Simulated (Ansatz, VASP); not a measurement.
# PtS2 in two plane-wave programs, part 2 of 2

Aim: how closely do two programs agree when they are given the same cell, functional and k mesh? The cell is taken from a series of runs on this material, whose earlier steps may have relaxed, scaled, displaced or heated it; both programs get it as it stands.

VASP 6.6.1 and Ansatz 0.2.0.

So far: Starting point; Ansatz: zone-centre phonons, PBE with D3(BJ).

## (3) VASP: zone-centre phonons, PBE with D3(BJ)

Level of this step: PBE with D3(BJ); plane waves and PAW (S, Pt) (VASP).

The same cell, functional and mesh now go to VASP, with its own data sets.

Lines of VASP's logs that name or quote its potential files are left out, and so is its time.

The input, INCAR:

```
SYSTEM = PtS2
PREC = Accurate
ENCUT = 500
EDIFF = 1E-08
NELM = 120
ISMEAR = 0
SIGMA = 0.01
LREAL = .FALSE.
ALGO = Normal
GGA = PE
IVDW = 12
NBANDS = 17
LASPH = .TRUE.
LORBIT = 11
LWAVE = .FALSE.
LCHARG = .FALSE.
ISIF = 2
IBRION = 6
NFREE = 2
POTIM = 0.015
NSW = 1
GGA_COMPAT = .FALSE.
EFERMI = MIDGAP
KPAR = 2
```

The input, POSCAR:

```
PtS2
1.0
    3.5724871386      0.0000000000      0.0000000000
   -1.7862435693      3.0938646168      0.0000000000
    0.0000000000      0.0000000000      4.8038200589
S Pt
2 1
Direct
    0.3333333335      0.6666666665      0.2531468319
    0.6666666665      0.3333333335      0.7468531681
    0.0000000000      0.0000000000      0.0000000000
```

The input, KPOINTS:

```
Automatic mesh
0
Gamma
12 12 8
0 0 0
```

The projector-augmented-wave data sets are S and Pt (PBE family, release 64).

Started as:

```console
$ mpirun -np 2 vasp_std
```

Numbers of over 12 decimals in the logs are rounded to 6 here.

What it wrote:

```text
[banner, memory and clock lines left out]
running    2 mpi-ranks, on    1 nodes
 distrk:  each k-point on    1 cores,    2 groups
 distr:  one band on    1 cores,    1 groups

 POSCAR found type information on POSCAR S Pt
 POSCAR found :  2 types and       3 ions
 LDA part: xc-table for (Slater+PW92), standard interpolation
 POSCAR, INCAR and KPOINTS ok, starting setup
 FFT: planning ... GRIDC
 FFT: planning ... GRID_SOFT
 FFT: planning ... GRID
 WAVECAR not read
 entering main loop
       N       E                     dE             d eps       ncg     rms          rms(c)
DAV:   1     0.109175055116E+03    0.10918E+03   -0.10296E+04  4534   0.112E+03
DAV:   2    -0.117527252926E+02   -0.12093E+03   -0.11750E+03  5595   0.225E+02
DAV:   3    -0.166132869399E+02   -0.48606E+01   -0.48317E+01  5572   0.470E+01
DAV:   4    -0.166618265458E+02   -0.48540E-01   -0.48517E-01  5984   0.516E+00
DAV:   5    -0.166625696397E+02   -0.74309E-03   -0.74303E-03  5767   0.615E-01    0.179E+01
DAV:   6    -0.156187234192E+02    0.10438E+01   -0.68804E+00  4518   0.256E+01    0.123E+01
DAV:   7    -0.153643242091E+02    0.25440E+00   -0.12904E+00  4530   0.117E+01    0.584E+00
DAV:   8    -0.153512425479E+02    0.13082E-01   -0.72496E-02  5069   0.187E+00    0.130E+00
DAV:   9    -0.153475186385E+02    0.37239E-02   -0.10590E-02  5569   0.108E+00    0.231E-01
DAV:  10    -0.153476965274E+02   -0.17789E-03   -0.15063E-03  5541   0.257E-01    0.964E-02
DAV:  11    -0.153477508246E+02   -0.54297E-04   -0.61788E-05  5548   0.643E-02    0.459E-02
DAV:  12    -0.153477527206E+02   -0.18961E-05   -0.10295E-05  5635   0.299E-02    0.900E-03
DAV:  13    -0.153477539169E+02   -0.11963E-05   -0.10905E-06  5402   0.777E-03    0.401E-03
DAV:  14    -0.153477540484E+02   -0.13142E-06   -0.21182E-07  5684   0.339E-03    0.903E-04
DAV:  15    -0.153477540019E+02    0.46498E-07   -0.14985E-08  4809   0.901E-04    0.410E-04
DAV:  16    -0.153477539854E+02    0.16406E-07   -0.21019E-09  2741   0.300E-04    0.852E-05
DAV:  17    -0.153477539867E+02   -0.12319E-08   -0.23836E-10  2480   0.119E-04
   1 F= -.16666825E+02 E0= -.16666825E+02  d E =-.220047E-96
[... from here on, the cycles between the ionic steps are left out ...]
   2 F= -.16665797E+02 E0= -.16665797E+02  d E =-.925592E-88
   3 F= -.16665797E+02 E0= -.16665797E+02  d E =-.895822E-88
   4 F= -.16664975E+02 E0= -.16664975E+02  d E =-.160463E-78
   5 F= -.16666214E+02 E0= -.16666214E+02  d E =-.400896-116
   6 F= -.16664989E+02 E0= -.16664989E+02  d E =-.108945E-97
   7 F= -.16664989E+02 E0= -.16664989E+02  d E =-.109185E-97
   8 F= -.16664783E+02 E0= -.16664783E+02  d E =-.244134E-95
 Finite differences progress:
  Degree of freedom:   4/  4
  Displacement:        1/  2
  Total:               7/  8
 bond charge predicted
       N       E                     dE             d eps       ncg     rms          rms(c)
DAV:   1    -0.153399588589E+02    0.57525E-02   -0.48123E+00  4476   0.115E+01    0.564E-01
DAV:   2    -0.153464812503E+02   -0.65224E-02   -0.68132E-02  5502   0.186E+00    0.245E-01
DAV:   3    -0.153458675748E+02    0.61368E-03   -0.18516E-03  5567   0.288E-01    0.145E-01
DAV:   4    -0.153457023878E+02    0.16519E-03   -0.91246E-04  5316   0.167E-01    0.462E-02
DAV:   5    -0.153457138685E+02   -0.11481E-04   -0.47867E-05  5459   0.457E-02    0.173E-02
DAV:   6    -0.153457111559E+02    0.27126E-05   -0.14395E-05  5264   0.243E-02    0.713E-03
DAV:   7    -0.153457113564E+02   -0.20058E-06   -0.21886E-06  5871   0.102E-02    0.314E-03
DAV:   8    -0.153457113366E+02    0.19814E-07   -0.34815E-07  4983   0.359E-03    0.691E-04
DAV:   9    -0.153457113447E+02   -0.80649E-08   -0.13396E-08  4467   0.813E-04
   9 F= -.16664783E+02 E0= -.16664783E+02  d E =-.245231E-95
 Finite differences progress:
  Degree of freedom:   4/  4
  Displacement:        2/  2
  Total:               8/  8
```

OUTCAR, selected parts (step 3):

```text
ion  position               nearest neighbor table
   1  0.333  0.667  0.253-   3 2.39   3 2.39   3 2.39
   2  0.667  0.333  0.747-   3 2.39   3 2.39   3 2.39
   3  0.000  0.000  0.000-   2 2.39   1 2.39   2 2.39   1 2.39   1 2.39   2 2.39

  LATTYP: Found a hexagonal cell.
 ALAT       =     3.5724871386
 C/A-ratio  =     1.3446710576

 Subroutine GETGRP returns: Found 12 space group operations
 (whereof 12 operations were pure point group operations)

The static configuration has the point symmetry D_3d.

 Found    131 irreducible k-points:

   k-points           NKPTS =    131   k-points in BZ     NKDIM =    131   number of bands    NBANDS=     17

   dimension x,y,z NGX =    28 NGY =   28 NGZ =   36
   dimension x,y,z NGXF=    56 NGYF=   56 NGZF=   72

   ENCUT  =  500.0 eV  36.75 Ry    6.06 a.u.   6.51  6.51  8.76*2*pi/ulx,y,z

   NELECT =      22.0000    total number of electrons

 k-points in reciprocal lattice and weights: Automatic mesh
   0.00000000  0.00000000  0.00000000       0.001
   0.08333333 -0.00000000  0.00000000       0.005
   0.16666667  0.00000000  0.00000000       0.005
   0.25000000 -0.00000000  0.00000000       0.005
   0.33333333 -0.00000000  0.00000000       0.005
   0.41666667 -0.00000000  0.00000000       0.005
   0.50000000 -0.00000000  0.00000000       0.003
   0.08333333  0.08333333  0.00000000       0.005
   0.16666667  0.08333333  0.00000000       0.010
[...]
0.33333333  0.25000000  0.50000000       0.010
   0.33333333  0.33333333  0.50000000       0.002

 Edisp (eV)   -1.31907

 average (electrostatic) potential at core
       1 -84.9975       2 -85.0390       3 -67.9039

 E-fermi :   7.6584

 k-point     1 :       0.0000    0.0000    0.0000
  band No.  band energies     occupation
    ...
      7       3.4120      2.00000
      8       5.1356      2.00000
      9       6.0653      2.00000
     10       6.0653      2.00000
     11       7.5135      2.00000
     12       8.9484      0.00000
     13       8.9484      0.00000
     14      11.4774      0.00000
     15      12.6186      0.00000
     16      15.0970      0.00000
    ...

 k-point     2 :       0.0833   -0.0000    0.0000
  band No.  band energies     occupation
    ...
      7       3.3428      2.00000
      8       4.9152      2.00000
      9       5.9540      2.00000
     10       6.0451      2.00000
     11       7.3428      2.00000
     12       8.8374      0.00000
     13       8.9463      0.00000
     14      11.9762      0.00000
     15      12.9713      0.00000
     16      14.8940      0.00000
    ...

 k-point     3 :       0.1667    0.0000    0.0000
  band No.  band energies     occupation
    ...
      7       3.1927      2.00000
      8       4.4276      2.00000
      9       5.7568      2.00000
     10       5.9093      2.00000
     11       6.8194      2.00000
     12       8.8389      0.00000
     13       9.0154      0.00000
     14      12.7868      0.00000
     15      13.6385      0.00000
     16      14.8795      0.00000
    ...

 Edisp (eV)   -1.31907

  Total      -0.17403    -0.17403    -0.36916    -0.00000     0.00000     0.00000
  in kB      -5.25131    -5.25131   -11.13946    -0.00000     0.00000     0.00000
  external pressure =       -7.21 kB  Pullay stress =        0.00 kB

  energy-cutoff  :      500.00
  volume of cell :       53.10
      direct lattice vectors                 reciprocal lattice vectors
     3.572487139  0.000000000  0.000000000     0.279917033  0.161610174  0.000000000
    -1.786243569  3.093864617  0.000000000     0.000000000  0.323220349  0.000000000
     0.000000000  0.000000000  4.803820059     0.000000000  0.000000000  0.208167664

 POSITION                                       TOTAL-FORCE (eV/Angst)
 -----------------------------------------------------------------------------------
      0.00000      2.06258      1.21607         0.000000     -0.000000     -0.175603
      1.78624      1.03129      3.58775        -0.000000      0.000000     -0.096663
      0.00000      0.00000     -0.01500         0.000000     -0.000000      0.272266
 -----------------------------------------------------------------------------------
    total drift:                                0.000000      0.000000     -0.000002

  FREE ENERGIE OF THE ION-ELECTRON SYSTEM (eV)
  ---------------------------------------------------
  free  energy   TOTEN  =       -16.6647827547 eV

  energy  without entropy=      -16.6647827547  energy(sigma->0) =      -16.66478275

 Eigenvectors and eigenvalues of the dynamical matrix
 ----------------------------------------------------

   1 f  =    9.880093 THz    62.078456 2PiTHz  329.564434 cm-1    40.860764 meV
             X         Y         Z           dx          dy          dz
      0.000000  2.062576  1.216072     0.000000    0.000000    0.707107
      1.786244  1.031288  3.587748     0.000000    0.000000   -0.707107
      0.000000  0.000000  0.000000    -0.000000    0.000000    0.000000

   2 f  =    9.586954 THz    60.236606 2PiTHz  319.786351 cm-1    39.648437 meV
             X         Y         Z           dx          dy          dz
      0.000000  2.062576  1.216072    -0.000000   -0.000000    0.613418
      1.786244  1.031288  3.587748    -0.000000   -0.000000    0.613418
      0.000000  0.000000  0.000000    -0.000000   -0.000000   -0.497429

   3 f  =    9.092255 THz    57.128325 2PiTHz  303.284991 cm-1    37.602530 meV
             X         Y         Z           dx          dy          dz
      0.000000  2.062576  1.216072    -0.000000    0.613404    0.000000
      1.786244  1.031288  3.587748     0.000000    0.613404    0.000000
      0.000000  0.000000  0.000000    -0.000000   -0.497464    0.000000

   4 f  =    9.092255 THz    57.128325 2PiTHz  303.284991 cm-1    37.602530 meV
             X         Y         Z           dx          dy          dz
      0.000000  2.062576  1.216072    -0.613404   -0.000000    0.000000
      1.786244  1.031288  3.587748    -0.613404    0.000000   -0.000000
      0.000000  0.000000  0.000000     0.497464    0.000000    0.000000

   5 f  =    8.784937 THz    55.197388 2PiTHz  293.033958 cm-1    36.331564 meV
             X         Y         Z           dx          dy          dz
      0.000000  2.062576  1.216072    -0.000001    0.707107   -0.000000
      1.786244  1.031288  3.587748     0.000001   -0.707107    0.000000
      0.000000  0.000000  0.000000     0.000000   -0.000000    0.000000

   6 f  =    8.784937 THz    55.197388 2PiTHz  293.033958 cm-1    36.331564 meV
             X         Y         Z           dx          dy          dz
      0.000000  2.062576  1.216072    -0.707107   -0.000001   -0.000000
      1.786244  1.031288  3.587748     0.707107    0.000001   -0.000000
      0.000000  0.000000  0.000000    -0.000000   -0.000000    0.000000

   7 f/i=    0.000270 THz     0.001696 2PiTHz    0.009005 cm-1     0.001116 meV
             X         Y         Z           dx          dy          dz
      0.000000  2.062576  1.216072    -0.000000   -0.000000    0.351735
      1.786244  1.031288  3.587748    -0.000000   -0.000000    0.351735
      0.000000  0.000000  0.000000    -0.000000   -0.000000    0.867505

   8 f/i=    0.000618 THz     0.003882 2PiTHz    0.020610 cm-1     0.002555 meV
             X         Y         Z           dx          dy          dz
      0.000000  2.062576  1.216072    -0.210371   -0.281921   -0.000000
      1.786244  1.031288  3.587748    -0.210371   -0.281921   -0.000000
      0.000000  0.000000  0.000000    -0.518801   -0.695252   -0.000000

   9 f/i=    0.000618 THz     0.003882 2PiTHz    0.020610 cm-1     0.002555 meV
             X         Y         Z           dx          dy          dz
      0.000000  2.062576  1.216072    -0.281921    0.210371    0.000000
      1.786244  1.031288  3.587748    -0.281921    0.210371    0.000000
      0.000000  0.000000  0.000000    -0.695252    0.518801    0.000000

 ELASTIC MODULI CONTR FROM IONIC RELAXATION (kBar)
 Direction    XX          YY          ZZ          XY          YZ          ZX
 --------------------------------------------------------------------------------
 XX        -721.3099   -397.9174   -709.9599     -0.0000    323.0534      0.0000
 YY        -397.9174   -721.3099   -709.9599     -0.0000   -323.0534      0.0000
 ZZ        -709.9599   -709.9599   -900.6983     -0.0000     -0.0000      0.0000
 XY          -0.0000     -0.0000     -0.0000   -161.6963     -0.0000    323.0542
 YZ         323.0534   -323.0534     -0.0000     -0.0000   -645.4293      0.0000
 ZX           0.0000      0.0000      0.0000    323.0542      0.0000   -645.4324
 --------------------------------------------------------------------------------

 total charge
# of ion       s       p       d       tot
------------------------------------------
    1        1.366   2.265   0.000   3.631
    2        1.366   2.265   0.000   3.631
    3        0.693   0.773   7.978   9.444
--------------------------------------------------
tot          3.425   5.304   7.978  16.707

[... 3 further parts left out ...]
```

CONTCAR:

```
PtS2
   1.00000000000000
     3.5724871386000001    0.0000000000000000    0.0000000000000000
    -1.7862435693000001    3.0938646167999999    0.0000000000000000
     0.0000000000000000    0.0000000000000000    4.8038200589000004
  S               Pt
     2     1
Direct
     0.3333333335000006    0.6666666664999994    0.2531468318999970
     0.6666666664999994    0.3333333335000006    0.7468531681000030
     0.0000000000000000    0.0000000000000000   -0.0031225149601950
```

The last energy, forces, stress and levels in OUTCAR belong to the last displaced cell, not to the cell of POSCAR.

Levels, forces or a CONTCAR printed for this step are those of its last displaced cell, not of the structure at rest.

## (4) Side by side

Known differences besides the potentials themselves: fixed occupations in Ansatz, narrow Gaussian smearing in VASP; the data sets hold 30 valence electrons in Ansatz (on its PAW soft_1 files) and 22 in VASP; the cutoff is 420 eV in Ansatz and 500 eV in VASP; Ansatz takes the dispersion share of the force constants at frozen C6 weights, VASP differentiates the full forces; VASP uses finite displacements, Ansatz perturbation theory. Total energies have different zeros and are not compared.

The two programs side by side:

```tsv
quantity	Ansatz	VASP	difference
optical mode 1 to 2 (cm⁻¹)	294.1	293.0	+0.37 %
optical mode 3 to 4 (cm⁻¹)	303.9	303.3	+0.19 %
optical mode 5 (cm⁻¹)	319.7	319.8	-0.04 %
optical mode 6 (cm⁻¹)	330.2	329.6	+0.19 %
```

Modes are paired by rising frequency, not by their patterns, so a pair may set unlike modes beside each other; they are those without the splitting of longitudinal modes.

## (5) What came out

- r.m.s. difference of the optical zone-centre modes, each program's sorted by frequency (zone-centre phonons, PBE with D3(BJ)): 0.75 cm⁻¹

The r.m.s. difference of the optical zone-centre modes, each program's sorted by frequency is 0.75 cm⁻¹ (zone-centre phonons, PBE with D3(BJ)). The data sets hold unlike numbers of valence electrons (30 in Ansatz and 22 in VASP), so part of the differences comes from the potentials. Such differences can come from data sets, numerical settings and the points named under the comparisons, not from the functional's error against experiment.

[Lines on the potential files, build, host, timing and source positions are cut from VASP's logs without a mark.]

[Logs are printed without paths, hosts, clocks, repeated set-up lines and the standing remarks that a program may print on its own settings, such as how far it seeks lower states.]

[Hosts, paths, dates, database ids (printed as entryN), source tags and the programs' standing remarks are cut or masked in the printed files.]
